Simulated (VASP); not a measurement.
Output of a VASP run:

File OSZICAR:
```
       N       E                     dE             d eps       ncg     rms          rms(c)
DAV:   1     0.920682034311E+02    0.92068E+02   -0.11746E+04  2280   0.140E+03
DAV:   2    -0.148705729214E+01   -0.93555E+02   -0.92730E+02  2869   0.289E+02
DAV:   3    -0.868676017521E+01   -0.71997E+01   -0.71429E+01  4326   0.478E+01
DAV:   4    -0.881622404453E+01   -0.12946E+00   -0.12936E+00  2507   0.732E+00
DAV:   5    -0.881955035112E+01   -0.33263E-02   -0.33260E-02  3252   0.894E-01    0.354E+01
DAV:   6    -0.855370592389E+01    0.26584E+00   -0.37261E-01  2287   0.453E+00    0.217E+01
DAV:   7    -0.852587920133E+01    0.27827E-01   -0.70939E-01  2999   0.572E+00    0.176E+00
DAV:   8    -0.851704230762E+01    0.88369E-02   -0.14406E-01  2721   0.251E+00    0.875E-01
DAV:   9    -0.851638765332E+01    0.65465E-03   -0.40465E-03  3096   0.461E-01    0.361E-01
DAV:  10    -0.851644158240E+01   -0.53929E-04   -0.12667E-03  2430   0.364E-01    0.192E-01
DAV:  11    -0.851642397576E+01    0.17607E-04   -0.77064E-05  3383   0.822E-02    0.218E-02
DAV:  12    -0.851642330019E+01    0.67556E-06   -0.14142E-05  2739   0.373E-02    0.175E-02
DAV:  13    -0.851642352552E+01   -0.22533E-06   -0.31007E-06  2574   0.187E-02    0.221E-03
DAV:  14    -0.851642362727E+01   -0.10175E-06   -0.12525E-07  2108   0.267E-03    0.234E-03
DAV:  15    -0.851642359291E+01    0.34363E-07   -0.36416E-08  1441   0.173E-03
   1 F= -.85164236E+01 E0= -.85153777E+01  d E =-.851642E+01
       N       E                     dE             d eps       ncg     rms          rms(c)
DAV:   1    -0.852284917110E+01   -0.64255E-02   -0.30099E-01  2280   0.447E+00    0.382E-01
DAV:   2    -0.851936126847E+01    0.34879E-02   -0.90128E-03  2448   0.676E-01    0.243E-01
DAV:   3    -0.851791306180E+01    0.14482E-02   -0.39799E-03  2889   0.470E-01    0.156E-01
DAV:   4    -0.851792950782E+01   -0.16446E-04   -0.12108E-04  2784   0.809E-02    0.532E-02
DAV:   5    -0.851791538249E+01    0.14125E-04   -0.42259E-05  2966   0.486E-02    0.571E-03
DAV:   6    -0.851791550999E+01   -0.12750E-06   -0.14717E-06  2899   0.892E-03    0.358E-03
DAV:   7    -0.851791552260E+01   -0.12615E-07   -0.61704E-08  1595   0.229E-03
   2 F= -.85179155E+01 E0= -.85170957E+01  d E =-.149193E-02
       N       E                     dE             d eps       ncg     rms          rms(c)
DAV:   1    -0.852456323799E+01   -0.66477E-02   -0.36709E-01  2280   0.492E+00    0.423E-01
DAV:   2    -0.852023052386E+01    0.43327E-02   -0.11072E-02  2434   0.745E-01    0.267E-01
DAV:   3    -0.851845874516E+01    0.17718E-02   -0.47782E-03  2882   0.511E-01    0.175E-01
DAV:   4    -0.851847490452E+01   -0.16159E-04   -0.13877E-04  2728   0.873E-02    0.589E-02
DAV:   5    -0.851845770151E+01    0.17203E-04   -0.52762E-05  2952   0.541E-02    0.642E-03
DAV:   6    -0.851845786603E+01   -0.16452E-06   -0.17652E-06  2885   0.976E-03    0.387E-03
DAV:   7    -0.851845789292E+01   -0.26884E-07   -0.78640E-08  1630   0.253E-03
   3 F= -.85184579E+01 E0= -.85179448E+01  d E =-.203430E-02
```

**OUTCAR**
```
------------------------ aborting loop because EDIFF is reached ----------------------------------------
  FORCE on cell =-STRESS in cart. coord.  units (eV):
  Direction    XX          YY          ZZ          XY          YZ          ZX
  --------------------------------------------------------------------------------------
  Total        1.1018876      1.1018879      1.0910634     -0.0000000     -0.0000000      0.0000000
  in kB       29.6891319     29.6891376     29.3974837     -0.0000000     -0.0000000      0.0000000
  external PRESSURE =      29.5919177 kB  Pullay stress =       0.0000000 kB
  volume of cell :       59.46
      direct lattice vectors                 reciprocal lattice vectors
     1.762424991 -3.052609919  0.000000000     0.283700017 -0.163794266  0.000000000
     1.762424991  3.052609919  0.000000000     0.283700017  0.163794266 -0.000000000
     0.000000000  0.000000000  5.526350751    -0.000000000  0.000000000  0.180951236
 POSITION                                       TOTAL-FORCE (eV/Angst)
 -----------------------------------------------------------------------------------
      1.76242      1.01754      1.38159        -0.000000     -0.000000     -0.000000
      1.76242     -1.01754      4.14476         0.000000      0.000000      0.000000
 -----------------------------------------------------------------------------------
    total drift:                                0.000000      0.000505     -0.000011
  FREE ENERGIE OF THE ION-ELECTRON SYSTEM (eV)
  ---------------------------------------------------
  free  energy   TOTEN  =        -8.5184578929 eV

  energy  without entropy=       -8.5169187255  energy(sigma->0) =       -8.51794484

 reached required accuracy - stopping structural energy minimisation
```
(Selected blocks of OUTCAR.)

POSCAR:
```
Y
1
    1.7728240882    -3.0706216573     0.0000000000
    1.7728240882     3.0706216573     0.0000000000
    0.0000000000     0.0000000000     5.4617076060
Y
2
Direct
  0.3333330000   0.6666670000   0.2500000000
  0.6666670000   0.3333330000   0.7500000000
```

**Question.** Reconstruct the remaining input files.

**Answer.** Several could match; the one computed here: the input of the run itself, rev-vdW-DF2, plane waves, VASP's PBE PAW potentials (set 64).

**INCAR**
```
# general
SYSTEM   = Y
PREC     = Accurate
ENCUT    = 520   # plane-wave cut-off (eV)
LREAL    = F   # projection in real space or not
LASPH    = T

# electronic loop
EDIFF    = 1E-7   # SCF stop (eV)
NELM     = 100
ALGO     = Normal
LMAXMIX  = 4   # l cut-off of mixed one-centre charges

# smearing
ISMEAR   = 1
SIGMA    = 0.1

# functional
GGA      = MK
LUSE_VDW = T
AGGAC    = 0.0
PARAM1   = 0.1234568
PARAM2   = 0.7114
ZAB_VDW  = -1.8867

# ions
IBRION   = 2
NSW      = 30   # most ionic steps
ISIF     = 4   # ions and shape, fixed volume
EDIFFG   = -0.01   # ionic stop

# output
LWAVE    = F
LCHARG   = F
```

**KPOINTS**
```
Automatic mesh
0
Gamma
12 12 7
0 0 0
```

POTCAR, in this order: Y_sv (PBE.64 set). Program: vasp_std.

The compound is Y in the hcp structure. This cell is one point of a volume scan, at 0.94 of the reference volume. Symmetry was kept, so distortions that lower it aren't found.
